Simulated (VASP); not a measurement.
A run of VASP 6.6.1:

File POSCAR:

```
SbHCSeO
1.0
   12.0000000000      0.0000000000      0.0000000000
    0.0000000000     13.0000000000      0.0000000000
    0.0000000000      0.0000000000     11.0000000000
O C Se Sb H
1 1 1 1 1
Cartesian
    7.2713499600      4.9547500600      6.4908000300
    6.5221500000      5.8098500200      6.1914000500
    4.7546499600      5.9390500000      5.4747999900
    6.2433500400      7.9936499500      6.1133000500
    7.0041500400      8.0872499500      4.5771999900
```

Contents of INCAR.step1:

```
  ALGO = Normal
  EDIFF = 1E-5
  ENCUT = 900
  GGA = PE
  ISIF = 2
  ISMEAR = 0
  LASPH = T
  LCHARG = F
  LREAL = F
  LWAVE = T
  NELM = 80
  PREC = Accurate
  SIGMA = 0.01
```

INCAR.step2

```
  AEXX = 0.25
  ALGO = Normal
  EDIFF = 1E-7
  ENCUT = 900
  HFRCUT = -1
  ISIF = 2
  ISMEAR = 0
  ISTART = 1
  IVDW = 12
  LASPH = T
  LCHARG = F
  LHFCALC = T
  LMIXTAU = T
  LREAL = F
  LWAVE = F
  METAGGA = R2SCAN
  NELM = 80
  PREC = Accurate
  PRECFOCK = Fast
  SIGMA = 0.01
  VDW_A1 = 0.4534
  VDW_A2 = 5.8972
  VDW_S6 = 1.0
  VDW_S8 = 1.1846
```

Contents of KPOINTS:

```
k-points
0
Gamma
  1 1 1
```

Potentials or basis: VASP PAW PBE potentials, release 64 (O_h, C_h, Se, Sb, H_h).

Launch:

```bash
$ cat potpaw_PBE.64/O_h/POTCAR potpaw_PBE.64/C_h/POTCAR potpaw_PBE.64/Se/POTCAR potpaw_PBE.64/Sb/POTCAR potpaw_PBE.64/H_h/POTCAR > POTCAR
$ cp INCAR.step1 INCAR
$ mpirun -np 1 vasp_gam > vasp.out
$ cp INCAR.step2 INCAR
$ mpirun -np 1 vasp_gam > vasp.out
```

Hardware: 1 thread of AMD EPYC 9R45 (Zen 5), on a shared host.

**Question.** Estimate the wall time of this run.

**Answer.** It took 28 min on 1 thread of AMD EPYC 9R45 (Zen 5), with other jobs on the host, peak memory 3.1 GiB. Counts: scf iterations 67, k points 1.
